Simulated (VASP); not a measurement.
Method: vdW-DF-cx, VASP's PBE PAW potentials (set 64) (plane waves; VASP 6.6.1).

Input for VASP

### POSCAR
```
LiF
1
    0.0000000000     2.0150000000     2.0150000000
    2.0150000000     0.0000000000     2.0150000000
    2.0150000000     2.0150000000     0.0000000000
Li F
1 1
Direct
  0.0000000000   0.0000000000   0.0000000000
  0.5000000000   0.5000000000   0.5000000000
```

File KPOINTS:
```
Automatic mesh
0
Gamma
10 10 10
0 0 0
```

**INCAR**
```
SYSTEM = LiF
PREC = Accurate; ENCUT = 520; LREAL = .FALSE.
LASPH = .TRUE.
EDIFF = 1E-6; NELM = 100; ALGO = Normal
ISMEAR = 0; SIGMA = 0.05
GGA = CX; LUSE_VDW = .TRUE.; AGGAC = 0.0
IBRION = 2; NSW = 60; ISIF = 3
EDIFFG = -0.01
LWAVE = .FALSE.; LCHARG = .FALSE.
```

POTCAR, in this order: Li_sv F (PBE.64 set). Program: vasp_std.

The run wrote:

### OSZICAR
```
       N       E                     dE             d eps       ncg     rms          rms(c)
DAV:   1     0.338912570709E+02    0.33891E+02   -0.56245E+03   871   0.112E+03
DAV:   2    -0.635384488651E+01   -0.40245E+02   -0.39746E+02   915   0.208E+02
DAV:   3    -0.731633009414E+01   -0.96249E+00   -0.96077E+00  1105   0.306E+01
DAV:   4    -0.732795293669E+01   -0.11623E-01   -0.11619E-01  1119   0.344E+00
DAV:   5    -0.732802819526E+01   -0.75259E-04   -0.75258E-04  1097   0.183E-01    0.434E+00
DAV:   6    -0.684293591962E+01    0.48509E+00   -0.25656E+00   861   0.125E+01    0.141E+00
DAV:   7    -0.684536809356E+01   -0.24322E-02   -0.17118E-02  1057   0.154E+00    0.857E-01
DAV:   8    -0.685222521327E+01   -0.68571E-02   -0.18884E-02  1070   0.186E+00    0.103E-01
DAV:   9    -0.685239755645E+01   -0.17234E-03   -0.12746E-03  1007   0.392E-01    0.454E-02
DAV:  10    -0.685246376060E+01   -0.66204E-04   -0.19665E-04   914   0.130E-01    0.124E-02
DAV:  11    -0.685246629548E+01   -0.25349E-05   -0.81482E-06  1099   0.326E-02    0.143E-03
DAV:  12    -0.685246620750E+01    0.87981E-07   -0.66207E-07   888   0.945E-03
   1 F= -.68524662E+01 E0= -.68524662E+01  d E =-.685247E+01
       N       E                     dE             d eps       ncg     rms          rms(c)
DAV:   1    -0.685320194562E+01   -0.73565E-03   -0.13044E-02   851   0.118E+00    0.209E-01
DAV:   2    -0.685256991202E+01    0.63203E-03   -0.35521E-03   873   0.499E-01    0.391E-02
DAV:   3    -0.685255769363E+01    0.12218E-04   -0.18699E-05  1180   0.538E-02    0.220E-02
DAV:   4    -0.685255064725E+01    0.70464E-05   -0.72021E-06  1375   0.278E-02    0.122E-03
DAV:   5    -0.685255035760E+01    0.28966E-06   -0.21393E-07   489   0.522E-03
   2 F= -.68525504E+01 E0= -.68525504E+01  d E =-.841501E-04
       N       E                     dE             d eps       ncg     rms          rms(c)
DAV:   1    -0.685279915542E+01   -0.24851E-03   -0.44879E-03   849   0.693E-01    0.123E-01
DAV:   2    -0.685258065164E+01    0.21850E-03   -0.12325E-03   869   0.294E-01    0.230E-02
DAV:   3    -0.685257658053E+01    0.40711E-05   -0.64896E-06  1153   0.317E-02    0.130E-02
DAV:   4    -0.685257379588E+01    0.27846E-05   -0.24966E-06  1303   0.164E-02    0.716E-04
DAV:   5    -0.685257362462E+01    0.17126E-06   -0.81742E-08   427   0.321E-03
   3 F= -.68525736E+01 E0= -.68525736E+01  d E =-.107417E-03
```

**OUTCAR**
```
------------------------ aborting loop because EDIFF is reached ----------------------------------------
  FORCE on cell =-STRESS in cart. coord.  units (eV):
  Direction    XX          YY          ZZ          XY          YZ          ZX
  --------------------------------------------------------------------------------------
  Total        0.0084746      0.0084746      0.0084746      0.0000000      0.0000000      0.0000000
  in kB        0.8262623      0.8262623      0.8262623      0.0000000      0.0000000      0.0000000
  external PRESSURE =       0.8262623 kB  Pullay stress =       0.0000000 kB
  volume of cell :       16.43
      direct lattice vectors                 reciprocal lattice vectors
     0.000000000  2.017873751  2.017873751    -0.247785571  0.247785571  0.247785571
     2.017873751  0.000000000  2.017873751     0.247785571 -0.247785571  0.247785571
     2.017873751  2.017873751  0.000000000     0.247785571  0.247785571 -0.247785571
  FREE ENERGIE OF THE ION-ELECTRON SYSTEM (eV)
  ---------------------------------------------------
  free  energy   TOTEN  =        -6.8525736246 eV

  energy  without entropy=       -6.8525736246  energy(sigma->0) =       -6.85257362

 reached required accuracy - stopping structural energy minimisation
```
(Selected blocks of OUTCAR.)

CONTCAR:
```
LiF
   1.00000000000000
     0.0000000000000000    2.0178737510859870    2.0178737510859870
     2.0178737510859870    0.0000000000000000    2.0178737510859870
     2.0178737510859870    2.0178737510859870    0.0000000000000000
  Li              F
     1     1
Direct
     0.0000000000000000    0.0000000000000000    0.0000000000000000
     0.5000000000000000    0.5000000000000000    0.5000000000000000
```

OUTCAR:
```
 val. band max:       -1.1072352083   @ k =   0.0000   0.0000   0.0000

 cond. band min:       8.0951885866   @ k =   0.0000   0.0000   0.0000


 Fermi energy:        -0.8952720685

 k-point     1 :       0.0000    0.0000    0.0000
  band No.  band energies     occupation
      1     -41.6690      2.00000
      2     -20.9385      2.00000
      3      -1.1072      2.00000
      4      -1.1072      2.00000
      5      -1.1072      2.00000
      6       8.0952      0.00000
      7      23.1283      0.00000
      8      23.1283      0.00000
      9      23.1283      0.00000

 k-point     2 :       0.1000    0.0000    0.0000
  band No.  band energies     occupation
      1     -41.6633      2.00000
      2     -20.8986      2.00000
      3      -1.3913      2.00000
      4      -1.1306      2.00000
      5      -1.1306      2.00000
      6       8.3879      0.00000
      7      20.2917      0.00000
      8      21.9078      0.00000
      9      21.9079      0.00000

 k-point     3 :       0.2000    0.0000    0.0000
  band No.  band energies     occupation
      1     -41.6490      2.00000
      2     -20.7947      2.00000
      3      -2.0735      2.00000
      4      -1.1905      2.00000
      5      -1.1905      2.00000
      6       9.0363      0.00000
      7      17.7992      0.00000
      8      20.4201      0.00000
      9      20.4202      0.00000

 k-point     4 :       0.3000    0.0000    0.0000
  band No.  band energies     occupation
      1     -41.6308      2.00000
      2     -20.6593      2.00000
      3      -2.8303      2.00000
      4      -1.2621      2.00000
      5      -1.2620      2.00000
      6       9.5932      0.00000
      7      16.3120      0.00000
      8      19.1683      0.00000
      9      19.1684      0.00000

 k-point     5 :       0.4000    0.0000    0.0000
  band No.  band energies     occupation
      1     -41.6163      2.00000
      2     -20.5460      2.00000
      3      -3.3950      2.00000
...
```

The compound is LiF in the rock salt structure. This run relaxes it. Symmetry was kept, so distortions that lower it aren't found.
